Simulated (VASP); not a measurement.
Output of a VASP run:

OUTCAR:
```
 ion  position               nearest neighbor table
   1  0.500  0.000  0.000-  32 1.57  46 1.57  54 1.57  62 1.57
   2  0.750  0.250  0.000-  32 1.57  33 1.57  44 1.57  55 1.57
   3  0.750  0.000  0.250-  49 1.57  34 1.57  38 1.57  32 1.57
   4  0.000  0.000  0.000-  35 1.57  38 1.57  44 1.57  63 1.57
   5  0.250  0.250  0.000-  36 1.57  35 1.57  54 1.57  60 1.57
   6  0.500  0.500  0.000-  36 1.53  61 1.55  37 1.56  55 1.61
   7  0.750  0.750  0.000-  38 1.57  56 1.57  62 1.57  37 1.59
   8  0.250  0.000  0.250-  35 1.57  46 1.57  57 1.57  39 1.59
   9  0.503  0.257  0.252-  40 1.48  36 1.57  39 1.57  32 1.59  64 2.49
  10  0.743  0.494  0.251-  37 1.53  40 1.57  33 1.58  41 1.64  64 2.51
  11  0.500  0.000  0.500-  39 1.56  49 1.57  42 1.59  59 1.61
  12  0.744  0.247  0.494-  40 1.53  34 1.56  42 1.57  43 1.68  64 2.57
  13  0.750  0.000  0.750-  42 1.50  44 1.57  53 1.57  62 1.57
  14  0.000  0.500  0.000-  33 1.57  45 1.57  56 1.57  60 1.57
  15  0.250  0.750  0.000-  45 1.57  46 1.57  63 1.57  61 1.59
  16  0.000  0.250  0.250-  33 1.57  34 1.57  35 1.57  47 1.57
  17  0.249  0.501  0.251-  48 1.51  47 1.56  45 1.57  36 1.61  64 2.52
  18  0.502  0.757  0.253-  49 1.54  46 1.56  48 1.63  37 1.64  64 2.55
  19  0.000  0.000  0.500-  34 1.57  50 1.57  53 1.57  57 1.57
  20  0.243  0.245  0.496-  50 1.54  47 1.55  39 1.58  51 1.61  64 2.61
  21  0.754  0.749  0.501-  53 1.55  41 1.56  49 1.58  52 1.58  64 2.60
  22  0.250  0.000  0.750-  59 1.55  54 1.57  50 1.57  63 1.57
  23  0.506  0.250  0.756-  55 1.48  54 1.57  51 1.59  42 1.61  64 2.62
  24  0.747  0.496  0.749-  52 1.54  55 1.55  43 1.56  56 1.60  64 2.58
  25  0.000  0.750  0.250-  41 1.53  38 1.57  45 1.57  57 1.57
  26  0.000  0.500  0.500-  43 1.55  58 1.55  47 1.57  41 1.59
  27  0.246  0.748  0.499-  58 1.54  57 1.56  48 1.58  59 1.58  64 2.56
  28  0.000  0.250  0.750-  43 1.54  44 1.57  50 1.57  60 1.57
  29  0.244  0.497  0.744-  60 1.56  58 1.60  51 1.63  61 1.66  64 2.58
  30  0.505  0.756  0.749-  62 1.53  59 1.56  61 1.59  52 1.61  64 2.61
  31  0.000  0.750  0.750-  58 1.53  56 1.57  53 1.57  63 1.57
  32  0.625  0.125  0.125-   1 1.57   2 1.57   3 1.57   9 1.59
  33  0.875  0.375  0.125-   2 1.57  14 1.57  16 1.57  10 1.58
  34  0.875  0.125  0.375-  12 1.56   3 1.57  16 1.57  19 1.57
  35  0.125  0.125  0.125-   4 1.57   5 1.57   8 1.57  16 1.57
  36  0.379  0.376  0.120-   6 1.53   9 1.57   5 1.57  17 1.61
  37  0.628  0.618  0.125-  10 1.53   6 1.56   7 1.59  18 1.64
  38  0.875  0.875  0.125-   3 1.57   4 1.57   7 1.57  25 1.57
  39  0.380  0.126  0.374-  11 1.56   9 1.57  20 1.58   8 1.59
  40  0.618  0.370  0.377-   9 1.48  12 1.53  64 1.55  10 1.57
  41  0.877  0.630  0.372-  25 1.53  21 1.56  26 1.59  10 1.64
  42  0.632  0.119  0.629-  13 1.50  12 1.57  11 1.59  23 1.61
  43  0.881  0.378  0.629-  28 1.54  26 1.55  24 1.56  12 1.68
  44  0.875  0.125  0.875-   2 1.57   4 1.57  13 1.57  28 1.57
  45  0.125  0.625  0.125-  17 1.57  15 1.57  14 1.57  25 1.57
  46  0.375  0.875  0.125-  18 1.56   8 1.57  15 1.57   1 1.57
  47  0.126  0.375  0.375-  20 1.55  17 1.56  26 1.57  16 1.57
  48  0.369  0.621  0.372-  17 1.51  64 1.56  27 1.58  18 1.63
  49  0.628  0.875  0.377-  18 1.54   3 1.57  11 1.57  21 1.58
  50  0.125  0.125  0.625-  20 1.54  19 1.57  22 1.57  28 1.57
  51  0.380  0.368  0.620-  64 1.57  23 1.59  20 1.61  29 1.63
  52  0.629  0.621  0.624-  24 1.54  21 1.58  64 1.60  30 1.61
  53  0.875  0.875  0.625-  21 1.55  19 1.57  13 1.57  31 1.57
  54  0.375  0.125  0.875-   1 1.57   5 1.57  22 1.57  23 1.57
  55  0.625  0.371  0.870-  23 1.48  24 1.55   2 1.57   6 1.61
  56  0.875  0.625  0.875-   7 1.57  14 1.57  31 1.57  24 1.60
  57  0.125  0.875  0.375-  27 1.56  19 1.57  25 1.57   8 1.57
  58  0.118  0.631  0.621-  31 1.53  27 1.54  26 1.55  29 1.60
  59  0.371  0.873  0.629-  22 1.55  30 1.56  27 1.58  11 1.61
  60  0.125  0.375  0.875-  29 1.56  14 1.57  28 1.57   5 1.57
  61  0.381  0.625  0.875-   6 1.55  15 1.59  30 1.59  29 1.66
  62  0.625  0.875  0.875-  30 1.53   7 1.57  13 1.57   1 1.57
  63  0.125  0.875  0.875-   4 1.57  15 1.57  22 1.57  31 1.57
  64  0.497  0.501  0.495-  40 1.55  48 1.56  51 1.57  52 1.60   9 2.49  10 2.51  17 2.52  18 2.55
                            27 2.56  12 2.57  29 2.58  24 2.58  21 2.60  20 2.61  30 2.61  23 2.62
 Subroutine IBZKPT returns following result:
 Found      1 irreducible k-points:

 Following reciprocal coordinates:
            Coordinates               Weight
  0.000000  0.000000  0.000000      1.000000
   k-points           NKPTS =      1   k-points in BZ     NKDIM =      1   number of bands    NBANDS=    161
   number of dos      NEDOS =    301   number of ions     NIONS =     64
   total plane-waves  NPLWV =  46656
   dimension x,y,z NGX =    36 NGY =   36 NGZ =   36
   dimension x,y,z NGXF=    72 NGYF=   72 NGZF=   72
   ions per type =              31  32   1
   PREC   = normal    normal or accurate (medium, high low for compatibility)
   ISTART =      0    job   : 0-new  1-cont  2-samecut
...
```

File OSZICAR:
```
...
RMM:   4    -0.524869458219E+03   -0.11421E-04   -0.20303E-04   653   0.294E-02    0.132E-02
RMM:   5    -0.524869459831E+03   -0.16114E-05   -0.24515E-05   435   0.117E-02
  14 F= -.52486946E+03 E0= -.52486946E+03  d E =-.221429E-02  mag=     1.0000
       N       E                     dE             d eps       ncg     rms          rms(c)
DAV:   1    -0.524869532421E+03   -0.74202E-04   -0.20298E-02   744   0.402E-01    0.263E-02
RMM:   2    -0.524869549498E+03   -0.17077E-04   -0.28645E-04   644   0.472E-02    0.142E-02
RMM:   3    -0.524869550155E+03   -0.65769E-06   -0.50054E-05   503   0.175E-02    0.716E-03
RMM:   4    -0.524869550734E+03   -0.57838E-06   -0.93168E-06   393   0.669E-03
  15 F= -.52486955E+03 E0= -.52486955E+03  d E =-.230519E-02  mag=     1.0000
       N       E                     dE             d eps       ncg     rms          rms(c)
DAV:   1    -0.524870136915E+03   -0.58676E-03   -0.25457E-01   644   0.139E+00    0.966E-02
RMM:   2    -0.524870328203E+03   -0.19129E-03   -0.36315E-03   644   0.165E-01    0.514E-02
RMM:   3    -0.524870325634E+03    0.25692E-05   -0.58404E-04   645   0.609E-02    0.265E-02
RMM:   4    -0.524870332409E+03   -0.67748E-05   -0.13973E-04   624   0.239E-02    0.115E-02
RMM:   5    -0.524870333172E+03   -0.76321E-06   -0.14684E-05   400   0.936E-03
  16 F= -.52487033E+03 E0= -.52487033E+03  d E =-.782438E-03  mag=     1.0000
       N       E                     dE             d eps       ncg     rms          rms(c)
DAV:   1    -0.524870347855E+03   -0.15446E-04   -0.51932E-03   744   0.199E-01    0.137E-02
RMM:   2    -0.524870351366E+03   -0.35107E-05   -0.70416E-05   551   0.230E-02    0.753E-03
RMM:   3    -0.524870351083E+03    0.28315E-06   -0.10331E-05   377   0.826E-03    0.403E-03
RMM:   4    -0.524870351105E+03   -0.21941E-07   -0.19359E-06   364   0.307E-03
  17 F= -.52487035E+03 E0= -.52487035E+03  d E =-.800371E-03  mag=     1.0000
       N       E                     dE             d eps       ncg     rms          rms(c)
DAV:   1    -0.524870666689E+03   -0.31561E-03   -0.57534E-02   644   0.669E-01    0.484E-02
RMM:   2    -0.524870719419E+03   -0.52730E-04   -0.86590E-04   644   0.816E-02    0.253E-02
RMM:   3    -0.524870721139E+03   -0.17199E-05   -0.13221E-04   636   0.291E-02    0.135E-02
RMM:   4    -0.524870722123E+03   -0.98406E-06   -0.28918E-05   427   0.113E-02
  18 F= -.52487072E+03 E0= -.52487072E+03  d E =-.371019E-03  mag=     1.0000
       N       E                     dE             d eps       ncg     rms          rms(c)
DAV:   1    -0.524870728494E+03   -0.73548E-05   -0.12645E-03   768   0.988E-02    0.805E-03
RMM:   2    -0.524870729937E+03   -0.14429E-05   -0.20874E-05   399   0.127E-02    0.453E-03
RMM:   3    -0.524870730064E+03   -0.12716E-06   -0.29257E-06   368   0.441E-03    0.261E-03
RMM:   4    -0.524870730077E+03   -0.12642E-07   -0.47277E-07   181   0.179E-03
  19 F= -.52487073E+03 E0= -.52487073E+03  d E =-.378972E-03  mag=     1.0000
       N       E                     dE             d eps       ncg     rms          rms(c)
DAV:   1    -0.524870886666E+03   -0.15660E-03   -0.38775E-02   676   0.519E-01    0.365E-02
RMM:   2    -0.524870916929E+03   -0.30263E-04   -0.51396E-04   644   0.609E-02    0.201E-02
RMM:   3    -0.524870915746E+03    0.11827E-05   -0.79010E-05   531   0.220E-02    0.933E-03
RMM:   4    -0.524870916740E+03   -0.99368E-06   -0.18966E-05   411   0.836E-03
  20 F= -.52487092E+03 E0= -.52487092E+03  d E =-.186663E-03  mag=     1.0000
```

File OUTCAR:
```
------------------------ aborting loop because EDIFF is reached ----------------------------------------
  FORCE on cell =-STRESS in cart. coord.  units (eV):
  Direction    XX          YY          ZZ          XY          YZ          ZX
  --------------------------------------------------------------------------------------
  Total       37.9906524     37.9858293     38.0010815      0.1625192      0.1872609     -0.1907256
  in kB      159.7988815    159.7785944    159.8427492      0.6835995      0.7876694     -0.8022431
  external PRESSURE =     159.8067417 kB  Pullay stress =       0.0000000 kB
  volume of cell :      380.90
      direct lattice vectors                 reciprocal lattice vectors
     7.248884826  0.000000000  0.000000000     0.137952254  0.000000000  0.000000000
     0.000000000  7.248884826  0.000000000     0.000000000  0.137952254  0.000000000
     0.000000000  0.000000000  7.248884826     0.000000000  0.000000000  0.137952254
  FREE ENERGIE OF THE ION-ELECTRON SYSTEM (eV)
  ---------------------------------------------------
  free  energy   TOTEN  =      -524.8709167400 eV

  energy  without entropy=     -524.8709167300  energy(sigma->0) =     -524.87091674

 total charge

# of ion       s       p       d       tot
------------------------------------------
    1        0.693   1.443   0.000   2.136
    2        0.674   1.366   0.000   2.040
    3        0.674   1.366   0.000   2.040
    4        0.673   1.364   0.000   2.037
    5        0.674   1.366   0.000   2.040
    6        0.676   1.376   0.000   2.051
    7        0.674   1.366   0.000   2.040
    8        0.675   1.367   0.000   2.041
    9        0.679   1.393   0.000   2.072
   10        0.679   1.393   0.000   2.072
   11        0.676   1.376   0.000   2.051
   12        0.678   1.389   0.000   2.067
   13        0.674   1.366   0.000   2.040
   14        0.693   1.444   0.000   2.136
   15        0.675   1.367   0.000   2.041
   16        0.674   1.366   0.000   2.040
   17        0.678   1.389   0.000   2.066
   18        0.678   1.389   0.000   2.067
   19        0.693   1.443   0.000   2.136
   20        0.679   1.393   0.000   2.072
   21        0.679   1.392   0.000   2.072
   22        0.674   1.366   0.000   2.040
   23        0.678   1.389   0.000   2.067
   24        0.678   1.389   0.000   2.067
   25        0.675   1.367   0.000   2.041
   26        0.676   1.376   0.000   2.051
   27        0.678   1.389   0.000   2.066
   28        0.674   1.366   0.000   2.040
   29        0.679   1.393   0.000   2.072
   30        0.679   1.393   0.000   2.072
   31        0.674   1.366   0.000   2.040
   32        1.229   2.741   0.000   3.970
   33        1.229   2.741   0.000   3.970
   34        1.238   2.716   0.000   3.953
   35        1.227   2.733   0.000   3.960
   36        1.224   2.711   0.000   3.934
   37        1.224   2.711   0.000   3.934
   38        1.227   2.733   0.000   3.960
   39        1.233   2.688   0.000   3.921
   40        1.235   2.826   0.000   4.061
   41        1.233   2.688   0.000   3.921
   42        1.224   2.712   0.000   3.936
   43        1.224   2.712   0.000   3.936
   44        1.237   2.707   0.000   3.944
   45        1.230   2.738   0.000   3.968
   46        1.230   2.738   0.000   3.968
   47        1.224   2.711   0.000   3.934
   48        1.240   2.809   0.000   4.048
...
```
(Selected blocks of OUTCAR.)

POSCAR:
```
MgB31N32
1
    7.2488848260     0.0000000000     0.0000000000
    0.0000000000     7.2488848260     0.0000000000
   -0.0000000000    -0.0000000000     7.2488848260
B N Mg
31 32 1
Direct
  0.5000000000   0.0000000000   0.0000000000
  0.7500000000   0.2500000000   0.0000000000
  0.7500000000   0.0000000000   0.2500000000
  0.0000000000   0.0000000000   0.0000000000
  0.2500000000   0.2500000000   0.0000000000
  0.5000000000   0.5000000000   0.0000000000
  0.7500000000   0.7500000000   0.0000000000
  0.2500000000   0.0000000000   0.2500000000
  0.5027990000   0.2568010000   0.2518910000
  0.7431490000   0.4940840000   0.2509450000
  0.5000000000   0.0000000000   0.5000000000
  0.7441190000   0.2469870000   0.4942700000
  0.7500000000   0.0000000000   0.7500000000
  0.0000000000   0.5000000000   0.0000000000
  0.2500000000   0.7500000000   0.0000000000
  0.0000000000   0.2500000000   0.2500000000
  0.2494390000   0.5006050000   0.2510590000
  0.5020570000   0.7566080000   0.2529940000
  0.0000000000   0.0000000000   0.5000000000
  0.2433970000   0.2446250000   0.4964780000
  0.7544840000   0.7493610000   0.5014570000
  0.2500000000   0.0000000000   0.7500000000
  0.5055630000   0.2502700000   0.7560440000
  0.7473140000   0.4963830000   0.7486340000
  0.0000000000   0.7500000000   0.2500000000
  0.0000000000   0.5000000000   0.5000000000
  0.2461040000   0.7482700000   0.4990880000
  0.0000000000   0.2500000000   0.7500000000
  0.2437540000   0.4971390000   0.7437360000
  0.5052010000   0.7556360000   0.7493400000
  0.0000000000   0.7500000000   0.7500000000
  0.6250000000   0.1250000000   0.1250000000
  0.8750000000   0.3750000000   0.1250000000
  0.8750000000   0.1250000000   0.3750000000
  0.1250000000   0.1250000000   0.1250000000
  0.3787780000   0.3756750000   0.1202730000
  0.6279950000   0.6183040000   0.1251820000
  0.8750000000   0.8750000000   0.1250000000
  0.3797080000   0.1264600000   0.3743830000
  0.6183380000   0.3700150000   0.3770100000
  0.8773430000   0.6298060000   0.3716110000
  0.6318420000   0.1194690000   0.6291040000
  0.8806610000   0.3780770000   0.6289370000
  0.8750000000   0.1250000000   0.8750000000
  0.1250000000   0.6250000000   0.1250000000
  0.3750000000   0.8750000000   0.1250000000
  0.1259300000   0.3751480000   0.3750930000
  0.3685730000   0.6208280000   0.3717210000
  0.6276320000   0.8746890000   0.3769150000
  0.1250000000   0.1250000000   0.6250000000
  0.3799040000   0.3682310000   0.6198080000
  0.6289510000   0.6208770000   0.6242010000
  0.8750000000   0.8750000000   0.6250000000
  0.3750000000   0.1250000000   0.8750000000
  0.6248040000   0.3706120000   0.8704940000
  0.8750000000   0.6250000000   0.8750000000
  0.1250000000   0.8750000000   0.3750000000
  0.1183220000   0.6307970000   0.6214760000
  0.3706810000   0.8726790000   0.6286320000
  0.1250000000   0.3750000000   0.8750000000
  0.3807240000   0.6254860000   0.8752920000
  0.6250000000   0.8750000000   0.8750000000
  0.1250000000   0.8750000000   0.8750000000
  0.4971070000   0.5005510000   0.4946640000
```

Problem. Write an INCAR and KPOINTS that could have produced this output.

Solution. Several could match; the one computed here: the input of the run itself, PBE GGA, plane waves, VASP's PBE PAW potentials (set 64).

**KPOINTS**
```
Automatic mesh
0
Gamma
1 1 1
0 0 0
```

INCAR:
```
! general
SYSTEM =MgB31N32
PREC   =Normal
ENCUT  =400
LREAL  =Auto   ! projection in real space or not
LASPH  =.TRUE.   ! aspherical one-centre terms
ISYM   =0
NELECT =257.0

! electronic loop
EDIFF  =1E-5   ! SCF stop (eV)
NELM   =100   ! most electronic steps
NELMIN =4
ALGO   =Fast

! smearing
ISMEAR =0   ! Gaussian
SIGMA  =0.05

! functional
GGA    =PE

! spin
ISPIN  =2   ! spin-polarised
MAGMOM =64*0.0156
NUPDOWN=1

! ions
IBRION =2
NSW    =60   ! most ionic steps
ISIF   =2   ! forces and stress, cell fixed
EDIFFG =-0.03

! output
LWAVE  =.FALSE.
LCHARG =.FALSE.
LORBIT =10
```

POTCAR, in this order: B N Mg (PBE.64 set). Program: vasp_gam.

At this cut-off the stress carries a Pulay error, which pulls relaxed volumes low. The cell is charged, with a uniform compensating background. The supercell is sampled at Γ alone, which is coarse: total energies, pressure and levels can be off, energies of defects by several tenths of an eV.

The cell is a supercell with a defect, built from BN (zinc blende): Mg_B, charge -2.
